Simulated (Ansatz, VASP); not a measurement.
## Re (Rhenium): VASP beside Ansatz

Aim: how closely do two programs agree when they are given the same cell, functional and k mesh? The cell is taken from a series of runs on this material, whose earlier steps may have relaxed, scaled, displaced or heated it; both programs get it as it stands.

Calculated with Ansatz 0.2.0; plane waves, with VASP 6.6.1 beside it; relaxation of cell and atoms at PBE.

### Step 1. Set-up

The structure is hexagonal, space group P6_3/mmc (No. 194). Conventional cell: a = 2.774 Å, b = 2.774 Å, c = 4.487 Å, α = 90.00°, β = 90.00°, γ = 120.00°. Nearest to Re lie 12 Re at 2.76 to 2.77 Å.

Coordinates:

```cif
data_structure
_symmetry_space_group_name_H-M 'P6_3/mmc'
_symmetry_Int_Tables_number 194
_cell_length_a 2.7738
_cell_length_b 2.7738
_cell_length_c 4.4869
_cell_angle_alpha 90.000
_cell_angle_beta 90.000
_cell_angle_gamma 120.000
_cell_volume 29.90
loop_
_atom_site_label
_atom_site_type_symbol
_atom_site_symmetry_multiplicity
_atom_site_Wyckoff_symbol
_atom_site_fract_x
_atom_site_fract_y
_atom_site_fract_z
_atom_site_occupancy
Re1 Re 2 c 0.33333 0.66667 0.25000 1
```

### Step 2. VASP: relaxation of cell and atoms, PBE

The relaxed volume is the usual yardstick between codes: in a stiff, nearly cubic crystal its relative difference is about their pressure difference at one cell divided by the bulk modulus.

Lines of VASP's logs that name or quote its potential files are left out, and so is its time.

Contents of INCAR:

```
SYSTEM = Re
PREC = Accurate
ENCUT = 600
EDIFF = 1E-07
NELM = 120
ISMEAR = 1
SIGMA = 0.2
LREAL = .FALSE.
ALGO = Normal
GGA = PE
NBANDS = 13
LASPH = .TRUE.
LORBIT = 11
LWAVE = .FALSE.
LCHARG = .FALSE.
ISIF = 3
IBRION = 2
NSW = 80
EDIFFG = -0.005
GGA_COMPAT = .FALSE.
NELMIN = 4
```

Contents of POSCAR:

```
Re
1.0
    2.7737860000      0.0000000000      0.0000000000
   -1.3868930000      2.4021690000      0.0000000000
    0.0000000000      0.0000000000      4.4868890000
Re
2
Direct
    0.3333333334      0.6666666668      0.2500000000
    0.6666666668      0.3333333334      0.7500000000
```

Contents of KPOINTS:

```
Automatic mesh
0
Gamma
12 12 8
0 0 0
```

The projector-augmented-wave data sets are Re (PBE family, release 64).

The run is started by

```bash
> mpirun -np 1 vasp_std
```

Numbers of over 12 decimals in the logs are rounded to 6 here.

Log:

```text
[banner, memory and clock lines left out]
running    1 mpi-ranks, on    1 nodes
 distrk:  each k-point on    1 cores,    1 groups
 distr:  one band on    1 cores,    1 groups

 POSCAR found type information on POSCAR Re
 POSCAR found :  1 types and       2 ions
 LDA part: xc-table for (Slater+PW92), standard interpolation
 POSCAR, INCAR and KPOINTS ok, starting setup
 FFT: planning ... GRIDC
 FFT: planning ... GRID_SOFT
 FFT: planning ... GRID
 WAVECAR not read
 entering main loop
       N       E                     dE             d eps       ncg     rms          rms(c)
DAV:   1     0.320510447298E+02    0.32051E+02   -0.72478E+03  4634   0.145E+03
DAV:   2    -0.232162842935E+02   -0.55267E+02   -0.46535E+02  4112   0.331E+02
DAV:   3    -0.262233129712E+02   -0.30070E+01   -0.26565E+01  4343   0.988E+01
DAV:   4    -0.262776864207E+02   -0.54373E-01   -0.52946E-01  3938   0.758E+00
DAV:   5    -0.262785214257E+02   -0.83500E-03   -0.83458E-03  4152   0.118E+00    0.414E+01
DAV:   6    -0.252171065082E+02    0.10614E+01   -0.92230E-01  4277   0.283E+01    0.165E+01
DAV:   7    -0.248735886821E+02    0.34352E+00   -0.58871E-01  4343   0.220E+01    0.654E-01
DAV:   8    -0.248593257672E+02    0.14263E-01   -0.11191E-02  4684   0.157E+00    0.284E-01
DAV:   9    -0.248589497929E+02    0.37597E-03   -0.24960E-04  4256   0.148E-01    0.452E-02
DAV:  10    -0.248589682945E+02   -0.18502E-04   -0.36733E-05  4079   0.534E-02    0.105E-02
DAV:  11    -0.248589692522E+02   -0.95770E-06   -0.72561E-07  3462   0.238E-02    0.200E-03
DAV:  12    -0.248589684162E+02    0.83602E-06   -0.27934E-07  2888   0.769E-03    0.153E-03
DAV:  13    -0.248589683258E+02    0.90387E-07   -0.15975E-08  2076   0.372E-03
   1 F= -.24858968E+02 E0= -.24859931E+02  d E =-.248590E+02
[...]
2 F= -.24858141E+02 E0= -.24859050E+02  d E =0.826877E-03
[...]
3 F= -.24859032E+02 E0= -.24859983E+02  d E =-.631984E-04
[...]
4 F= -.24859031E+02 E0= -.24859984E+02  d E =-.631100E-04
[...]
5 F= -.24859031E+02 E0= -.24859984E+02  d E =-.629405E-04
[...]
6 F= -.24859032E+02 E0= -.24859975E+02  d E =-.109601E-05
 trial-energy change:   -0.000001  1 .order   -0.000001   -0.000007    0.000004
 step:   0.5142(harm=  0.5142)  dis= 0.00000  next Energy=   -24.859033 (dE=-0.213E-05)
 bond charge predicted
       N       E                     dE             d eps       ncg     rms          rms(c)
DAV:   1    -0.248590344431E+02   -0.20797E-05   -0.10717E-04  3838   0.344E-01    0.627E-03
DAV:   2    -0.248590335301E+02    0.91305E-06   -0.10421E-06  4123   0.132E-02    0.300E-03
DAV:   3    -0.248590332812E+02    0.24890E-06   -0.29333E-07  2130   0.101E-02    0.100E-03
DAV:   4    -0.248590332897E+02   -0.85601E-08   -0.71682E-08  1350   0.902E-03
   7 F= -.24859033E+02 E0= -.24859980E+02  d E =-.202341E-05
 curvature:  -0.25 expect dE=-0.148E-06 dE for cont linesearch -0.581E-07
 trial: gam= 0.00000 g(F)=  0.974E-46 g(S)=  0.583E-06 ort =-0.137E-05 (trialstep = 0.774E+00)
 search vector abs. value=  0.583E-06
 reached required accuracy - stopping structural energy minimisation
```

From OUTCAR (step 2):

```text
ion  position               nearest neighbor table
   1  0.333  0.667  0.250-   2 2.76   2 2.76   2 2.76   2 2.76   2 2.76   2 2.76
   2  0.667  0.333  0.750-   1 2.76   1 2.76   1 2.76   1 2.76   1 2.76   1 2.76

  LATTYP: Found a hexagonal cell.
 ALAT       =     2.7737860000
 C/A-ratio  =     1.6176046025

 Subroutine GETGRP returns: Found 24 space group operations
 (whereof 12 operations were pure point group operations)

The static configuration has the point symmetry D_3d.
 The point group associated with its full space group is D_6h.

 Found     95 irreducible k-points:

   k-points           NKPTS =     95   k-points in BZ     NKDIM =     95   number of bands    NBANDS=     13

   dimension x,y,z NGX =    24 NGY =   24 NGZ =   36
   dimension x,y,z NGXF=    48 NGYF=   48 NGZF=   72

   ENCUT  =  600.0 eV  44.10 Ry    6.64 a.u.   5.54  5.54  8.96*2*pi/ulx,y,z

   NELECT =      14.0000    total number of electrons

 k-points in reciprocal lattice and weights: Automatic mesh
   0.00000000  0.00000000  0.00000000       0.001
   0.08333333  0.00000000  0.00000000       0.005
   0.16666667  0.00000000  0.00000000       0.005
   0.25000000 -0.00000000  0.00000000       0.005
   0.33333333  0.00000000  0.00000000       0.005
   0.41666667 -0.00000000  0.00000000       0.005
   0.50000000 -0.00000000  0.00000000       0.003
   0.08333333  0.08333333  0.00000000       0.005
   0.16666667  0.08333333  0.00000000       0.010
[...]
0.33333333  0.25000000  0.50000000       0.010
   0.33333333  0.33333333  0.50000000       0.002

 average (electrostatic) potential at core
       1 -39.3377       2 -39.3377

 E-fermi :   7.7079

 k-point     1 :       0.0000    0.0000    0.0000
  band No.  band energies     occupation
    ...
      3       6.1392      2.00000
      4       6.1695      2.00000
      5       6.1695      2.00000
      6       6.9803      2.00000
      7       6.9803      2.00000
      8       7.9126     -0.05484
      9       7.9126     -0.05484
     10       8.2705     -0.00051
     11      11.0046     -0.00000
     12      11.0046     -0.00000
    ...

 k-point     2 :       0.0833    0.0000    0.0000
  band No.  band energies     occupation
    ...
      5       6.6078      2.00000
      6       6.8041      2.00000
      7       7.2150      2.00271
      8       7.2216      2.00313
      9       7.7035      1.03714
     10       7.8662      0.02421
     11      11.1425     -0.00000
     12      12.1241      0.00000
     13      17.4824      0.00000

 k-point     3 :       0.1667    0.0000    0.0000
  band No.  band energies     occupation
    ...
      5       6.2791      2.00000
      6       7.1710      2.00098
      7       7.2201      2.00303
      8       7.3054      2.01535
      9       7.4990      2.05826
     10       7.9210     -0.06132
     11      11.4277     -0.00000
     12      14.0759      0.00000
     13      17.3181      0.00000

  Total       -0.0011871     -0.0011871     -0.0046224     -0.0000000     -0.0000000      0.0000000
  in kB       -0.0636973     -0.0636973     -0.2480189     -0.0000000     -0.0000000      0.0000000
  external PRESSURE =      -0.1251378 kB  Pullay stress =       0.0000000 kB

  energy-cutoff  :      600.00
  volume of cell :       29.86
      direct lattice vectors                 reciprocal lattice vectors
     2.772239317  0.000000000 -0.000000000     0.360719218  0.208261350  0.000000000
    -1.386119659  2.400829534 -0.000000000    -0.000000000  0.416522700 -0.000000000
    -0.000000000  0.000000000  4.486414998     0.000000000  0.000000000  0.222895118

 POSITION                                       TOTAL-FORCE (eV/Angst)
 -----------------------------------------------------------------------------------
     -0.00000      1.60055      1.12160         0.000000      0.000000      0.000000
      1.38612      0.80028      3.36481        -0.000000     -0.000000     -0.000000
 -----------------------------------------------------------------------------------
    total drift:                               -0.000000     -0.000000      0.000000

  FREE ENERGIE OF THE ION-ELECTRON SYSTEM (eV)
  ---------------------------------------------------
  free  energy   TOTEN  =       -24.8590332897 eV

  energy  without entropy=      -24.8618725037  energy(sigma->0) =      -24.85997969

 reached required accuracy - stopping structural energy minimisation

 total charge
# of ion       s       p       d       tot
------------------------------------------
    1        0.620   0.662   4.817   6.099
    2        0.620   0.662   4.817   6.099
--------------------------------------------------
tot          1.239   1.325   9.634  12.198

[... 3 further parts left out ...]
```

CONTCAR:

```
Re
   1.00000000000000
     2.7722393172850515    0.0000000000000000   -0.0000000000000000
    -1.3861196586425257    2.4008295337125256   -0.0000000000000000
    -0.0000000000000000    0.0000000000000000    4.4864149982618393
  Re
     2
Direct
     0.3333333333999988    0.6666666667999976    0.2500000000000000
     0.6666666667999976    0.3333333333999988    0.7500000000000000
```

The data set Re keeps the semicore shell frozen, which is cheaper and a little less accurate. The run keeps the 24 symmetry operations of its start, so it cannot find a distortion of lower symmetry.

### Step 3. Ansatz: relaxation of cell and atoms, PBE

Ansatz runs on its default PAW (the set named soft_2) files.

The same cell, functional, mesh and smearing now go to Ansatz, which takes its cutoff from its data sets.

Contents of input.yaml:

```yaml
crystal:
  lattice:
    - [2.7737863567, 0.0, 0.0]
    - [-1.3868931784, 2.4021694496, 0.0]
    - [0.0, 0.0, 4.4868889522]
  atoms:
    - { symbol: Re, position: [0.3333333333, 0.6666666667, 0.25] }
    - { symbol: Re, position: [0.6666666667, 0.3333333333, 0.75] }
kpoints:
  mp_grid: { grid: [12, 12, 8] }
hamiltonian:
  xc: pbe
scf:
  occupations: { method: methfessel_paxton, width: 0.2 }
output:
  forces: true
  stress: true
  eigenvalues: true
relax:
  adjacent_minimum: "off"
  f_tol: 0.001
  max_steps: 60
  cell: { stress_tol: 0.01 }
```

The run is started by

```bash
> ansatz run input.yaml --threads 4 --pin off --max-ram 10240MiB --backend cpu --events-out ev --progress --plain --runs-dir out
```

Log:

```text
Engine: ansatz 0.2.0, x86_64-unknown-linux-gnu
Pseudopotentials: kind: paw
Pseudopotential: Re, paw, valence charge 15, recommended cutoff 420 eV (normal), Re.paw.azcp
Functional definition: PBE
  parameter kappa = 0.804
  parameter beta = 0.066725
  exchange = pbe_x(kappa = kappa, mu = beta*pi^2/3)
  correlation = pbe_c(beta = beta)
Crystal: 2 atoms, lattice volume = 29.897 Å³
Basis set: ecut = 420 eV, 579 PW (Γ), exchange–correlation on 40×40×60 points (8 copies of the dense FFT grid, shifted against one another)
Bands: 19, of which v1, the nominal top of the filled ones, is band 15 counted from 1 (14 counted from 0)
Symmetry: 24 space group operations
Space group: P63/mmc (ITA 194), of the structure as read, at distance tolerance 3.1e-5 Å
k-points: 95 of 1152
Non-local potential: Re, projectors of the file, l = 0: 3, l = 1: 2, l = 2: 2, l = 3: 1
PAW form: soft (Blöchl's): semilocal exchange-correlation on the pseudo side does not see the compensation charge
PAW one-centre angular grid: Re, 590 points (default); XC on 64 Gauss nodes
Initial density: superposition of atomic densities (neutral atoms: chi_scale 0, normalization atom), corrected by the library's trained network
Initial wavefunctions: pseudopotential atomic-orbital guess
Functional: x = pbe(κ = 0.804, μ = 0.219515), c = pbe(β = 0.066725)
SCF iter   1: F=—  HF=-21736.155507 eV  |F-HF|=—  |Δ(HF+E_count)|=         —  Δρ=7.81e-3  dr2=6.48e-3  ethr=1.77e-3  ⟨swp⟩=5.1  Hψ=7996  notcnv=0
preconditioner: auto → none  [metal: Δε(μ)=0.061 eV  Ē_g=5.993 eV  σ=0.200 eV  W_gap=0.25  n_scr=8 (ndim 8)  ℏωp=25.4 eV  f_vac=0.000  D(μ)=1.34/eV (n_scr^D=10)  sad-step TF]
SCF iter   2: F=—  HF=-21736.157814 eV  |F-HF|=—  |Δ(HF+E_count)|=   2.31e-3  S|Δr|=    0.00e0  Δρ=4.69e-3  dr2=2.47e-3  ethr=2.16e-5  ⟨swp⟩=1.3  Hψ=2674  notcnv=0
SCF iter   3: F=—  HF=-21736.158896 eV  |F-HF|=—  |Δ(HF+E_count)|=   1.08e-3  S|Δr|=    0.00e0  Δρ=2.41e-4  dr2=5.93e-6  ethr=8.24e-6  ⟨swp⟩=2.5  Hψ=2435  notcnv=0
SCF iter   4: F=—  HF=-21736.158864 eV  |F-HF|=—  |Δ(HF+E_count)|=   3.24e-5  S|Δr|=    0.00e0  Δρ=4.76e-5  dr2=2.70e-7  ethr=1.98e-8  ⟨swp⟩=2.1  Hψ=2950  notcnv=0
SCF iter   5: F=-21736.158864 eV  HF=-21736.158864 eV  |F-HF|=4.01e-9  |Δ(HF+E_count)|=   5.86e-8  S|Δr|=    0.00e0  Δρ=7.20e-6  dr2=9.24e-9  ethr=3.33e-10  ⟨swp⟩=4.8  Hψ=7007  notcnv=0
SCF 1 converged in 5 iterations: F = -21736.158864 eV  dr2 = 9.24e-9
  greatest PAW one-centre occupation: 1.000 electrons in one spin orbital (limit 2), on the Re atom at site 1 (counted from 0), in its partial waves of l = 0
relax step   1: F+E_penalty+E_count = -21736.15886402 eV  Δ(F+E_penalty+E_count) = +0.000e0 eV  max|allowed force component| = 4.163e-17 eV/Å  Δτ_max = 0.0000 Å  P = -0.059 GPa  Ω = 29.897 Å³  (5 SCF iters, dr2 threshold 1.00e-7 eV, accepted)
[...]
relax step   2: F+E_penalty+E_count = -21736.15886143 eV  Δ(F+E_penalty+E_count) = +2.584e-6 eV  max|allowed force component| = 9.252e-17 eV/Å  Δτ_max = 0.0000 Å  P = +0.172 GPa  Ω = 29.877 Å³  energy of the carried Pulay correction = +1.950e-5 eV  (3 SCF iters, dr2 threshold 7.86e-8 eV, rejected (line search))
[...]
relax step   3: F+E_penalty+E_count = -21736.15888687 eV  Δ(F+E_penalty+E_count) = -2.285e-5 eV  max|allowed force component| = 6.245e-17 eV/Å  Δτ_max = 0.0000 Å  P = -0.007 GPa  Ω = 29.892 Å³  energy of the carried Pulay correction = +4.391e-6 eV  (6 SCF iters, accepted)
[...]
relax step   4: F+E_penalty+E_count = -21736.15888965 eV  Δ(F+E_penalty+E_count) = -2.778e-6 eV  max|allowed force component| = 5.089e-17 eV/Å  Δτ_max = 0.0000 Å  P = -0.008 GPa  Ω = 29.892 Å³  stress off target by 7.99e-3 GPa  SCF on the basis re-selected at this cell (its energy is not comparable with the rows above)  (4 SCF iters)
basis re-selected at this cell: Δ(F+E_penalty+E_count) = -2.778e-6 eV, ΔP = -0.000 GPa vs the last step (what re-selecting the basis moved, of the pressure what is left beyond the Pulay correction that the steps carried, after the strain that the cell walked since its last selection, with what the two solves' SCF thresholds leave and, on support functions, any second-order correction that the steps lacked; it is no measure of the basis error at this ecutwfc). The dense FFT grid was sized anew with the basis: this SCF ran on 20×20×32 points, the steps before it on 20×20×30, so part of this shift can come from that change (see relax.cell in the input reference). [rest of the remark cut]
SCF converged after 4 iterations
Stability not checked: this state was not tested for a lower state beside it, because cold or Methfessel-Paxton smearing, or corrected tetrahedra, fill the levels in a way that the test cannot read (fill_not_monotonic; see scf.lower_state_search)
Free energy (F): -21736.158890 eV
Harris-Foulkes:  -21736.158890 eV  (|F-HF|=3.64e-12)
Internal energy: -21736.161830 eV  (E = F + TS)
E sigma→0 (E₀):  -21736.159625 eV
Entropy (-TS):   0.002941 eV (1.470 meV/atom)
Fermi energy:    23.556522 eV
--- Per-component energies (eV) ---
  E_band       = -155.376056
  E_kinetic    = 1081.126219
  E_local      = -1540.878379  (includes V_loc(G=0)·N_el)
  E_nonlocal   = 96.861544
  E_hartree    = 551.062072
  E_xc         = -807.728519
  E_vxc        = -607.864881  (∫ρ·V_xc dr)
  E_paw        = -17317.851522  (= ΣΔE_a)
  E_vpaw       = -286.744555  (= ΣTr[D̂ρ^β])
  E_aug_tail   = -0.000148  (compensation charges beyond the density's cutoff)
  E_ewald      = -3798.753097
  E_smearing   = 0.002941  (= −TS)
  E_closure    = 0.000000  (closes the sum)
  Σ components = -21736.158890   (vs F -21736.158890, Δ=0.00e0)
--- Forces (eV/Å), atoms counted from 1 ---
  atom   1  Re    -0.00000000     0.00000000     0.00000000
  atom   2  Re     0.00000000    -0.00000000     0.00000000
  max |Σ_I F_I| component: 9.25e-18 eV/Å
--- Stress (GPa, compression-positive) ---
       -0.007495       0.000000       0.000000
        0.000000      -0.007495       0.000000
        0.000000       0.000000      -0.007993
  P = ⅓ Tr σ = -0.0077 GPa (-0.077 kbar)
--- Band table (eV; the first three rows and the last of 95) ---
  k-point 0: bands = [... 11 lower, 22.0254, 22.0254, 22.8364, 22.8364, 23.7722, 23.7722, 24.1029, 26.8636]
  k-point 1: bands = [... 11 lower, 21.9403, 21.9403, 22.7241, 22.7241, 23.5916, 24.0239, 24.0239, 26.8804]
  k-point 2: bands = [... 11 lower, 21.8148, 21.8148, 22.4519, 22.4519, 22.5153, 24.6252, 24.6252, 26.8404]
  k-point 94: bands = [... 11 lower, 19.9035, 21.4354, 21.4354, 23.6210, 23.6210, 26.8601, 26.8601, 32.9381]
--- Relaxed structure (3 steps of the walk, 2 accepted, 1 SCFs on fresh bases) ---
  F+E_penalty+E_count = -21736.15888965 eV   max|allowed force component| = 5.089e-17 eV/Å   (the final SCF, on the basis selected at the relaxed cell)
  cell:  # Å, volume = 29.8922 Å³
    - [2.772912, 2.8858455069655753e-11, 0.0]
    - [-1.386456, 2.401412, 0.0]
    - [0.0, 0.0, 4.489059]
  atoms:
    - { symbol: Re, position: [0.333333, 0.666667, 0.250000] }
    - { symbol: Re, position: [0.666667, 0.333333, 0.750000] }
```

In the SCF lines HF is the Harris–Foulkes energy and dr2 the Hartree energy of the density residual, in eV; the loop may stop once dr2 is under the threshold and the program's other checks hold. Hψ counts applications of the Hamiltonian.

### Step 4. Side by side

Known differences besides the potentials themselves: the data sets hold 30 valence electrons in Ansatz (on its default PAW (the set named soft_2) files) and 14 in VASP; the cutoff is 420 eV in Ansatz and 600 eV in VASP; Ansatz adds a Pulay correction to the stress that steers its cell, VASP none. Total energies have different zeros and are not compared.

Compared:

```csv
quantity,Ansatz,VASP,difference
volume (Å³),29.89,29.86,+0.11 %
"edge a after relaxation, in the typed setting (Å)",2.773,2.772,+0.03 %
"edge c after relaxation, in the typed setting (Å)",4.489,4.486,+0.06 %
```

### Step 5. Summary of results

- difference in volume (relaxation of cell and atoms, PBE): 0.11 %

**Reading.** The difference in volume is 0.11 % (relaxation of cell and atoms, PBE), within the 1.2 % picked in this series as the mark of a large difference, as far as the stopping tolerances let one tell. The data sets hold unlike numbers of valence electrons (30 in Ansatz and 14 in VASP), so part of the differences comes from the potentials. Such differences can come from data sets, numerical settings and the points named under the comparisons, not from the functional's error against experiment.

[Lines on the potential files, build, host, timing and source positions are cut from VASP's logs without a mark.]

[Logs are printed without paths, hosts, clocks, repeated set-up lines and the standing remarks that a program may print on its own settings, such as how far it seeks lower states.]

[Hosts, paths, dates, database ids (printed as entryN), source tags and the programs' standing remarks are cut or masked in the printed files.]
